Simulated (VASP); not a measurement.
Output of a VASP run:

OSZICAR:
```
...
DAV:   1    -0.541162250171E+03   -0.66003E-02   -0.31432E+00   640   0.502E+00    0.341E-01
RMM:   2    -0.541164912991E+03   -0.26628E-02   -0.43812E-02   632   0.594E-01    0.199E-01
RMM:   3    -0.541165310903E+03   -0.39791E-03   -0.82312E-03   636   0.230E-01    0.188E-01
RMM:   4    -0.541165363121E+03   -0.52218E-04   -0.17386E-03   663   0.954E-02    0.115E-01
RMM:   5    -0.541165616376E+03   -0.25326E-03   -0.14125E-03   634   0.680E-02    0.220E-01
RMM:   6    -0.541165358141E+03    0.25824E-03   -0.40396E-04   634   0.415E-02    0.842E-02
RMM:   7    -0.541165343123E+03    0.15018E-04   -0.33807E-04   622   0.300E-02    0.512E-02
RMM:   8    -0.541165327751E+03    0.15371E-04   -0.33678E-05   442   0.148E-02    0.124E-02
RMM:   9    -0.541165327874E+03   -0.12260E-06   -0.56067E-06   384   0.576E-03
  14 F= -.54116533E+03 E0= -.54115133E+03  d E =-.968335E-02  mag=     3.0000
       N       E                     dE             d eps       ncg     rms          rms(c)
DAV:   1    -0.541166729706E+03   -0.14020E-02   -0.23937E-01   664   0.139E+00    0.935E-02
RMM:   2    -0.541166933542E+03   -0.20384E-03   -0.33316E-03   632   0.164E-01    0.546E-02
RMM:   3    -0.541166961427E+03   -0.27884E-04   -0.61439E-04   636   0.631E-02    0.486E-02
RMM:   4    -0.541166965060E+03   -0.36328E-05   -0.13127E-04   636   0.263E-02    0.287E-02
RMM:   5    -0.541166981315E+03   -0.16255E-04   -0.89242E-05   544   0.176E-02    0.546E-02
RMM:   6    -0.541166965952E+03    0.15363E-04   -0.27031E-05   406   0.106E-02    0.211E-02
RMM:   7    -0.541166965208E+03    0.74445E-06   -0.20777E-05   408   0.760E-03
  15 F= -.54116697E+03 E0= -.54115297E+03  d E =-.113207E-01  mag=     3.0000
       N       E                     dE             d eps       ncg     rms          rms(c)
DAV:   1    -0.541169071159E+03   -0.21052E-02   -0.67552E-01   672   0.238E+00    0.161E-01
RMM:   2    -0.541169714524E+03   -0.64337E-03   -0.96143E-03   632   0.279E-01    0.935E-02
RMM:   3    -0.541169797952E+03   -0.83428E-04   -0.17301E-03   639   0.105E-01    0.865E-02
RMM:   4    -0.541169795051E+03    0.29004E-05   -0.35965E-04   653   0.439E-02    0.521E-02
RMM:   5    -0.541169857764E+03   -0.62712E-04   -0.31890E-04   634   0.328E-02    0.105E-01
RMM:   6    -0.541169786060E+03    0.71704E-04   -0.12106E-04   583   0.216E-02    0.233E-02
RMM:   7    -0.541169789968E+03   -0.39083E-05   -0.42910E-05   465   0.118E-02
  16 F= -.54116979E+03 E0= -.54115577E+03  d E =-.282476E-02  mag=     3.0000
       N       E                     dE             d eps       ncg     rms          rms(c)
DAV:   1    -0.541169914148E+03   -0.12809E-03   -0.23774E-02   696   0.446E-01    0.306E-02
RMM:   2    -0.541169934422E+03   -0.20274E-04   -0.33711E-04   632   0.519E-02    0.173E-02
RMM:   3    -0.541169938947E+03   -0.45258E-05   -0.55782E-05   523   0.193E-02    0.185E-02
RMM:   4    -0.541169937792E+03    0.11554E-05   -0.11300E-05   386   0.781E-03
  17 F= -.54116994E+03 E0= -.54115590E+03  d E =-.297258E-02  mag=     3.0000
       N       E                     dE             d eps       ncg     rms          rms(c)
DAV:   1    -0.541170384448E+03   -0.44550E-03   -0.96224E-02   656   0.893E-01    0.643E-02
RMM:   2    -0.541170464296E+03   -0.79848E-04   -0.14044E-03   634   0.106E-01    0.379E-02
RMM:   3    -0.541170488298E+03   -0.24002E-04   -0.33271E-04   637   0.435E-02    0.579E-02
RMM:   4    -0.541170484996E+03    0.33016E-05   -0.57985E-05   512   0.184E-02
  18 F= -.54117048E+03 E0= -.54115646E+03  d E =-.547204E-03  mag=     3.0000
```

**OUTCAR**
```
------------------------ aborting loop because EDIFF is reached ----------------------------------------
  FORCE on cell =-STRESS in cart. coord.  units (eV):
  Direction    XX          YY          ZZ          XY          YZ          ZX
  --------------------------------------------------------------------------------------
  Total       25.6290594     26.2950716     26.4351057      5.2329665     -5.6219002      5.2978387
  in kB      112.5001237    115.4236199    116.0383070     22.9703856    -24.6776307     23.2551455
  external PRESSURE =     114.6540169 kB  Pullay stress =       0.0000000 kB
  volume of cell :      365.00
      direct lattice vectors                 reciprocal lattice vectors
     7.146555159  0.000000000  0.000000000     0.139927556  0.000000000  0.000000000
     0.000000000  7.146555159  0.000000000     0.000000000  0.139927556  0.000000000
     0.000000000  0.000000000  7.146555159     0.000000000  0.000000000  0.139927556
 POSITION                                       TOTAL-FORCE (eV/Angst)
 -----------------------------------------------------------------------------------
      3.56983      7.14479      7.14231         0.000290      0.000055      0.013821
      4.44228      0.90834      0.90576         0.014147     -0.017919     -0.015502
      5.34453      1.80335      0.01413         0.009526     -0.002447      0.004752
      6.23880      2.70610      0.90617         0.011122     -0.007301     -0.007307
      5.34435      0.01653      1.80082         0.001500      0.004561      0.007330
      6.23856      0.90854      2.70377         0.007867     -0.008007      0.003707
      7.13825      0.00923      0.00729         0.002230      0.005300      0.000636
      0.87582      0.90531      0.90331         0.002182     -0.005463     -0.011691
      1.76511      1.79085      7.14058        -0.003727     -0.010629      0.006779
      2.66200      2.67673      0.88626         0.003858      0.002235      0.002782
      3.57043      3.57727      0.00108         0.003643      0.000700     -0.008923
      4.47119      4.48662      0.88549         0.000353      0.001538      0.003819
      5.35645      5.38274      7.13963         0.012168     -0.008597      0.014999
      6.24255      6.27147      0.90263        -0.001072      0.001129     -0.007757
      1.76528      7.14281      1.78863        -0.006356      0.010564     -0.007480
      2.66234      0.88855      2.67461         0.013802      0.009575     -0.000542
      3.47218      1.70870      1.70590        -0.007096      0.002909      0.010855
      5.43696      3.67600      1.70627        -0.000049     -0.005147     -0.002928
      6.25840      4.48534      2.67366        -0.009347     -0.007833      0.002277
      3.57073      0.00330      3.57517        -0.004803     -0.015298     -0.004974
      4.47148      0.88739      4.48470         0.006800      0.016446     -0.005111
      5.43675      1.70861      3.67381        -0.003015      0.009463     -0.003017
      6.25837      2.67588      4.48328        -0.009528     -0.015934     -0.005216
      5.35688      7.14183      5.38025         0.007950      0.010645      0.003392
      6.24300      0.90474      6.26912        -0.006697     -0.003508      0.004849
      0.00298      3.57781      7.14256        -0.016887     -0.002482     -0.001632
      0.87849      4.47536      0.88058        -0.004743     -0.014657      0.014327
      1.78734      5.36040      7.13832        -0.008048      0.008374     -0.006970
      2.67241      6.26960      0.88068         0.017214      0.005713      0.000940
      7.13066      1.80371      1.80147         0.001713     -0.003717      0.001022
      0.88453      2.68912      2.68698         0.002699     -0.011853     -0.006549
      1.77042      3.58945      1.77816         0.018564      0.016356      0.005257
      2.59229      4.55684      2.58765         0.009052     -0.010900     -0.011275
      3.55814      5.37825      1.77697        -0.015381     -0.011572      0.004770
      4.45861      6.26347      2.68629         0.004573     -0.009122     -0.002054
      0.00285      7.14458      3.57561        -0.008267      0.015927     -0.014630
      0.87866      0.88296      4.47284        -0.002734      0.002202      0.006662
      1.77121      1.78042      3.58761        -0.006164      0.004702     -0.013393
      2.59265      2.58949      4.55471         0.020011      0.000417      0.012706
      4.55766      4.55706      4.55458        -0.002595     -0.013596      0.008842
      5.36692      5.37728      3.58647         0.005847     -0.000878     -0.007073
      6.26473      6.26892      4.47255        -0.008931     -0.002771      0.009122
      1.78738      7.14013      5.35838        -0.007436      0.001794      0.000884
      2.67267      0.88275      6.26756         0.002078      0.006209     -0.000211
      3.55851      1.77896      5.37644        -0.007294      0.002555     -0.017734
      4.45899      2.68851      6.26145        -0.011112     -0.002066     -0.018024
      5.36679      3.58851      5.37514         0.013314      0.011056     -0.004581
      6.26443      4.47504      6.26663        -0.005098     -0.007510      0.006539
      0.00503      5.38251      1.78837        -0.011255      0.000053     -0.008689
      0.88042      6.26712      2.68602         0.003258     -0.002342      0.001138
      7.14366      3.57643      3.57433         0.020188      0.011647      0.013373
      0.89869      4.46151      4.45952        -0.001714      0.005936      0.008163
      1.79055      5.35691      3.55717         0.004068      0.004137      0.006557
      2.68527      6.24898      4.45979        -0.005410      0.000386      0.010287
      0.00545      1.79059      5.38037        -0.019333     -0.003080     -0.011220
      0.88048      2.68830      6.26476         0.011440     -0.004302      0.008171
...
```
(Selected blocks of OUTCAR.)

### POSCAR
```
MgC62
1
    7.1465551589    -0.0000000000    -0.0000000000
   -0.0000000000     7.1465551589     0.0000000000
    0.0000000000     0.0000000000     7.1465551589
C Mg
62 1
Direct
  0.5000000000   0.0000000000   0.0000000000
  0.6254730000   0.1181960000   0.1308700000
  0.7556170000   0.2434600000   0.0064050000
  0.8699150000   0.3719700000   0.1264870000
  0.7562270000   0.0049440000   0.2430230000
  0.8752980000   0.1257290000   0.3747950000
  0.0000000000   0.0000000000   0.0000000000
  0.1250000000   0.1250000000   0.1250000000
  0.2500000000   0.2500000000   0.0000000000
  0.3794320000   0.3720510000   0.1282680000
  0.5028400000   0.4975830000  -0.0023180000
  0.6317010000   0.6267460000   0.1313120000
  0.7500000000   0.7500000000   0.0000000000
  0.8750000000   0.8750000000   0.1250000000
  0.2500000000   0.0000000000   0.2500000000
  0.3739350000   0.1244830000   0.3732300000
  0.4995170000   0.2434840000   0.2441730000
  0.7532590000   0.5019090000   0.2433830000
  0.8721990000   0.6210870000   0.3687630000
  0.5003260000  -0.0011720000   0.4936670000
  0.6260150000   0.1292550000   0.6195840000
  0.7468760000   0.2519860000   0.4998980000
  0.8750920000   0.3744590000   0.6305330000
  0.7500000000   0.0000000000   0.7500000000
  0.8750000000   0.1250000000   0.8750000000
  0.0000000000   0.5000000000   0.0000000000
  0.1250000000   0.6250000000   0.1250000000
  0.2500000000   0.7500000000   0.0000000000
  0.3750000000   0.8750000000   0.1250000000
  0.0000000000   0.2500000000   0.2500000000
  0.1250000000   0.3750000000   0.3750000000
  0.2550070000   0.5026480000   0.2430370000
  0.3806080000   0.6308850000   0.3680740000
  0.5020030000   0.7483910000   0.2513420000
  0.6250000000   0.8750000000   0.3750000000
  0.0000000000   0.0000000000   0.5000000000
  0.1250000000   0.1250000000   0.6250000000
  0.2486380000   0.2553990000   0.4958250000
  0.3738650000   0.3770740000   0.6251630000
  0.6206790000   0.6236350000   0.6290210000
  0.7465490000   0.7445260000   0.5060370000
  0.8750000000   0.8750000000   0.6250000000
  0.2500000000   0.0000000000   0.7500000000
  0.3750000000   0.1250000000   0.8750000000
  0.4931030000   0.2431380000   0.7513660000
  0.6250000000   0.3750000000   0.8750000000
  0.7552370000   0.5057860000   0.7453730000
  0.8750000000   0.6250000000   0.8750000000
  0.0000000000   0.7500000000   0.2500000000
  0.1250000000   0.8750000000   0.3750000000
  0.0000000000   0.5000000000   0.5000000000
  0.1250000000   0.6250000000   0.6250000000
  0.2500000000   0.7500000000   0.5000000000
  0.3750000000   0.8750000000   0.6250000000
  0.0000000000   0.2500000000   0.7500000000
  0.1250000000   0.3750000000   0.8750000000
  0.2500000000   0.5000000000   0.7500000000
  0.3750000000   0.6250000000   0.8750000000
  0.5000000000   0.7500000000   0.7500000000
  0.6250000000   0.8750000000   0.8750000000
  0.0000000000   0.7500000000   0.7500000000
  0.1250000000   0.8750000000   0.8750000000
  0.4976710000   0.5039030000   0.4948900000
```

**Question.** Write an INCAR and KPOINTS that could have produced this output.

**Answer.** One answer among several that fit: the input of the run itself, PBE GGA, plane waves, VASP's PBE PAW potentials (set 64).

INCAR:
```
# general
SYSTEM  = MgC62
PREC    = Normal
ENCUT   = 400
LREAL   = Auto   # projection in real space or not
LASPH   = .TRUE.   # aspherical one-centre terms
ISYM    = 0
NELECT  = 251.0

# electronic loop
EDIFF   = 1E-5   # SCF stop (eV)
NELM    = 100   # most electronic steps
NELMIN  = 4
ALGO    = Fast

# smearing
ISMEAR  = 0
SIGMA   = 0.05   # width (eV)

# functional
GGA     = PE

# spin
ISPIN   = 2
MAGMOM  = 63*0.0476
NUPDOWN = 3

# ions
IBRION  = 2
NSW     = 70
ISIF    = 2
EDIFFG  = -0.03   # ionic stop

# output
LWAVE   = .TRUE.
LCHARG  = .FALSE.
LORBIT  = 10
```

KPOINTS:
```
Automatic mesh
0
Gamma
1 1 1
0 0 0
```

POTCAR, in this order: C Mg (PBE.64 set). Program: vasp_gam.

At this cut-off the stress carries a Pulay error, which pulls relaxed volumes low. The cell is charged, with a uniform compensating background. The supercell is sampled at Γ alone, which is coarse: total energies, pressure and levels can be off, energies of defects by several tenths of an eV.

The cell is a supercell with a defect, built from C (diamond): Mg_C-vac_C, charge -1.
